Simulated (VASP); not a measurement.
# InSb in VASP: further runs, part 2 of 2

VASP 6.6.1. The steps go on from the part before.

## 3. Work function, PBEsol

This run uses another cell than the first one, of 39.73 Å³/atom, 0.630 times its volume.

INCAR

```
SYSTEM = InSb
PREC = Accurate ; ENCUT = 520
EDIFF = 1E-6 ; ISMEAR = 1
SIGMA = 0.1 ; LREAL = .FALSE.
LASPH = .TRUE. ; NELM = 60
ALGO = Fast ; ISIF = 2
LWAVE = .FALSE. ; LCHARG = .TRUE.
LDIPOL = .TRUE. ; IDIPOL = 3
DIPOL = 0.5 0.5 0.500 ; GGA = PS
LVHAR = .TRUE. ; LVACPOTAV = .TRUE.
KPAR = 8
```

KPOINTS

```
Automatic mesh
0
G
  6 8 1
  0 0 0
```

POSCAR

```
InSb
1.0
    6.4782000000      0.0000000000      0.0000000000
    0.0000000000      4.5807791500      0.0000000000
    0.0000000000      0.0000000000     18.7423374480
In Sb
7 7
Direct
    0.5000000000      0.5000000000      0.1333878449
    0.0000000000      0.0000000000      0.2555918965
    0.5000000000      0.5000000000      0.3777959483
    0.0000000000      0.0000000000      0.5000000000
    0.5000000000      0.5000000000      0.6222040517
    0.0000000000      1.0000000000      0.7444081035
    0.5000000000      0.5000000000      0.8666121551
    0.7500000000      0.0000000000      0.1333878449
    0.2500000000      0.5000000000      0.2555918965
    0.7500000000      0.0000000000      0.3777959483
    0.2500000000      0.5000000000      0.5000000000
    0.7500000000      1.0000000000      0.6222040517
    0.2500000000      0.5000000000      0.7444081035
    0.7500000000      0.0000000000      0.8666121551
```

Potentials or basis: VASP PAW PBE potentials, release 64 (In_d, Sb).

Command:

```
$ cat potpaw_PBE.64/In_d/POTCAR potpaw_PBE.64/Sb/POTCAR > POTCAR
$ mpirun -np 8 vasp_std > vasp.out
```

OUTCAR:

```text
SYSTEM = InSb
   PREC = Accurate
   ENCUT = 520
   EDIFF = 1E-6
   ISMEAR = 1
   LREAL = .FALSE.
   LASPH = .TRUE.
   NELM = 60
   ISIF = 2
   GGA = PS

 ion  position               nearest neighbor table
   1  0.500  0.500  0.133-   9 2.81   8 2.81   8 2.81
   2  0.000  0.000  0.256-   8 2.81   9 2.81   9 2.81  10 2.81
   3  0.500  0.500  0.378-  11 2.81  10 2.81  10 2.81   9 2.81
   4  0.000  0.000  0.500-  10 2.81  12 2.81  11 2.81  11 2.81
   5  0.500  0.500  0.622-  11 2.81  12 2.81  12 2.81  13 2.81
   6  0.000  0.000  0.744-  14 2.81  13 2.81  13 2.81  12 2.81
[... 1796 lines left out ...]
  energy-cutoff  :      520.00
  volume of cell :      556.18
      direct lattice vectors                 reciprocal lattice vectors
     6.478200000  0.000000000  0.000000000     0.154363867  0.000000000  0.000000000
     0.000000000  4.580779150  0.000000000     0.000000000  0.218303474  0.000000000
     0.000000000  0.000000000 18.742337448     0.000000000  0.000000000  0.053355138

 POSITION                                       TOTAL-FORCE (eV/Angst)
 -----------------------------------------------------------------------------------
      3.23910      2.29039      2.50000         0.599359     -0.000000      0.657644
      0.00000      0.00000      4.79039        -0.271450     -0.000000      0.139740
      3.23910      2.29039      7.08078         0.199560     -0.000000      0.064615
      0.00000      0.00000      9.37117        -0.108031     -0.000000      0.000000
      3.23910      2.29039     11.66156         0.199560     -0.000000     -0.064615
      0.00000      0.00000     13.95195        -0.271450      0.000000     -0.139740
      3.23910      2.29039     16.24234         0.599359      0.000000     -0.657644
      4.85865      0.00000      2.50000        -0.023401     -0.000000     -0.958905
      1.61955      2.29039      4.79039        -0.388228     -0.000000     -0.230500
      4.85865      0.00000      7.08078        -0.006382     -0.000000      0.060281
      1.61955      2.29039      9.37117        -0.110887     -0.000000      0.000000
      4.85865      0.00000     11.66156        -0.006382     -0.000000     -0.060281
      1.61955      2.29039     13.95195        -0.388228     -0.000000      0.230500
      4.85865      0.00000     16.24234        -0.023401     -0.000000      0.958905
 -----------------------------------------------------------------------------------
    total drift:                                0.003232     -0.000000      0.000000

  FREE ENERGIE OF THE ION-ELECTRON SYSTEM (eV)
  ---------------------------------------------------
  free  energy   TOTEN  =       -50.9146176202 eV

  energy  without entropy=      -50.9170543853  energy(sigma->0) =      -50.91542988
```

stdout:

```text
POSCAR found type information on POSCAR InSb
 POSCAR found :  2 types and      14 ions
 scaLAPACK will be used
 -----------------------------------------------------------------------------
[... 92 lines left out ...]
|     Did not find any points to average over, which means that no vacuum     |
|     field-free region was found. Please increase the size of  your cell     |
|     in the dimension of the dipole correction to obtain accurate            |
|     workfunction values.                                                    |
|                                                                             |
 -----------------------------------------------------------------------------
```

It took 2.5 min on 8 MPI ranks of AMD EPYC 9R45 (Zen 5), shared host; peak memory 0.91 GiB.

Results:

| Property | Result |
| --- | --- |
| Free energy | -50.9146 eV |
| Largest force | 0.959 eV/Å |
| Band gap on the k mesh | none (metal or under the smearing width) |

Forces in eV/Å, atoms in the order of the input:
```
In   0.599  0.000  0.658
In  -0.271  0.000  0.140
In   0.200  0.000  0.065
In  -0.108  0.000  0.000
In   0.200  0.000 -0.065
In  -0.271  0.000 -0.140
In   0.599  0.000 -0.658
Sb  -0.023  0.000 -0.959
Sb  -0.388  0.000 -0.231
Sb  -0.006  0.000  0.060
Sb  -0.111  0.000  0.000
Sb  -0.006  0.000 -0.060
Sb  -0.388  0.000  0.231
Sb  -0.023  0.000  0.959
```

Levels at points of the mesh, in eV from the Fermi level:
```tsv
k point	band 59	band 60	band 61	band 62	band 63	band 64	band 65	band 66	band 67	band 68
(0.00, 0.00, 0.00)	-0.84	-0.52	-0.18	-0.08	0.04	0.11	0.81	1.30	1.35	1.57
(0.50, 0.00, 0.00)	-1.14	-0.85	-0.79	-0.59	-0.27	-0.02	0.33	1.05	1.10	1.44
(0.00, 0.50, 0.00)	-1.98	-1.58	-1.55	-0.61	-0.12	0.07	0.63	1.46	1.50	1.55
(0.50, 0.50, 0.00)	-1.41	-1.30	-1.28	-0.76	-0.28	-0.13	0.54	1.28	1.56	2.39
```

Caveat: the PAW data sets were made with another functional, which shifts forces and pressure a little. The run has no spin-orbit coupling, so splittings on Sb are missing.
